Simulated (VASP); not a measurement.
CuP: equation of state with PBE

The system is CuP.

```xyz
2
Lattice="0.0000 2.4230 2.4230 2.4230 0.0000 2.4230 2.4230 2.4230 0.0000" Properties=species:S:1:pos:R:3 pbc="T T T"
Cu    2.4230    2.4230    2.4230
P     0.0000    0.0000    0.0000
```

The cell was built by a generator and needn't be a form met in nature.

```
Program             : VASP 6.6.1
Task                : equation of state
Functional          : PBE
Potentials or basis : VASP PAW PBE potentials, release 64 (Cu, P)
Cutoff              : 520 eV
k mesh              : 9 × 9 × 9
Occupations         : fermi-dirac, width 0.05 eV
Spin                : no spin polarisation
```

```yaml
Equilibrium_volume: 14.23 Å³/atom
Bulk_modulus: 116 GPa
Pressure_derivative_of_the_bulk_modulus: 4.9
```

Energy against volume, from the lowest point:
| volume (Å³/atom) | energy (meV/atom) |
| --- | --- |
| 13.372 | 21.02 |
| 13.656 | 8.99 |
| 13.941 | 2.17 |
| 14.225 | 0.00 |
| 14.510 | 1.95 |
| 14.794 | 7.54 |
| 15.079 | 16.38 |

All runs of the series together: 73 s on 1 thread of Intel(R) Xeon(R) 6975P-C (Granite Rapids), on a shared host.
